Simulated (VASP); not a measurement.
A run of VASP 6.6.1 is set up as follows.

The input INCAR:

```
SYSTEM = RbAg2
  PREC = Accurate
  ENCUT = 520
  EDIFF = 1E-6
  ISMEAR = 0
  SIGMA = 0.1
  LREAL = .FALSE.
  LASPH = .TRUE.
  NELM = 100
  ALGO = Fast
  ISIF = 2
  LWAVE = .FALSE.
  LCHARG = .FALSE.
  GGA = PE
  NBANDS = 22
```

Contents of KPOINTS:

```
regular mesh
0
G
  10 10 10
  0 0 0
```

File POSCAR:

```
RbAg2
1.0
    4.8551673320      0.0000000000      0.0000000000
    0.0000000000      4.8551673320      0.0000000000
    0.0000000000      0.0000000000      5.3844725239
Rb Ag
1 2
Direct
    0.5000000000      0.5000000000      0.0000000000
    0.0000000000      0.0000000000      0.7490125491
    0.0000000000      0.0000000000      0.2509874509
```

Potentials or basis: VASP PAW PBE potentials, release 64 (Rb_sv, Ag).

The run is started by

```sh
$ cat potpaw_PBE.64/Rb_sv/POTCAR potpaw_PBE.64/Ag/POTCAR > POTCAR
$ mpirun -np 1 vasp_std > vasp.out
```

Problem. Predict the largest force.

Solution. 0.010 eV/Å.

Problem. Predict the band gap on the k mesh.

Solution. None (metal or under the smearing width).

Forces on the atoms (eV/Å):
```
Rb   0.000  0.000  0.000
Ag   0.000  0.000 -0.010
Ag   0.000  0.000  0.010
```
